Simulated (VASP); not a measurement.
A VASP calculation is set up with these files.

### POSCAR
```
BaTe
1
    0.0000000000     3.3479186447     3.3479186447
    3.3479186447     0.0000000000     3.3479186447
    3.3479186447     3.3479186447     0.0000000000
Ba Te
1 1
Direct
  0.0000000000   0.0000000000   0.0000000000
  0.5000000000   0.5000000000   0.5000000000
```

File KPOINTS:
```
Automatic mesh
0
Gamma
7 7 7
0 0 0
```

**INCAR**
```
ALGO = Normal
EDIFF = 1E-6
EDIFFG = -0.02
ENCUT = 500
GGA = PS
IBRION = 2
ISIF = 3
ISMEAR = 0
LASPH = T
LCHARG = F
LMAXMIX = 4
LREAL = F
LWAVE = F
NELM = 100
NSW = 40
PREC = Accurate
PSTRESS = 50
SIGMA = 0.05
SYSTEM = BaTe
```

POTCAR, in this order: Ba_sv Te (PBE.64 set). Program: vasp_std.

### Question
Write an equivalent input for Quantum ESPRESSO's pw.x.

### Answer
One equivalent input (not run):
```
&CONTROL
  calculation = 'vc-relax'
  pseudo_dir = './pseudo'
  outdir = './out'
  tprnfor = .true.
  tstress = .true.
  nstep = 40
  forc_conv_thr = 0.00078
/
&SYSTEM
  ibrav = 0
  nat = 2
  ntyp = 2
  ecutwfc = 82.3
  occupations = 'smearing'
  smearing = 'gaussian'
  degauss = 0.003675
  input_dft = 'pbesol'
/
&ELECTRONS
  conv_thr = 7.3e-08
  electron_maxstep = 100
/
&IONS
/
&CELL
  press = 50
/
ATOMIC_SPECIES
  Ba 137.327 Ba.upf
  Te 127.600 Te.upf
CELL_PARAMETERS angstrom
     0.0000000    3.3479186    3.3479186
     3.3479186    0.0000000    3.3479186
     3.3479186    3.3479186    0.0000000
ATOMIC_POSITIONS crystal
  Ba   0.0000000  0.0000000  0.0000000
  Te   0.5000000  0.5000000  0.5000000
K_POINTS automatic
  7 7 7 0 0 0
```
The two are equivalent in intent, not identical: the potentials are each code's own (VASP's PAW set, PseudoDojo norm-conserving files in pw.x), so ENCUT and ecutwfc are chosen apart and not converted; conv_thr bounds pw.x's estimated SCF error, while EDIFF bounds the energy change between steps; forc_conv_thr acts on force components and is met together with etot_conv_thr.

The compound is BaTe in the rock salt structure. It was relaxed first under an external pressure of 5 GPa.
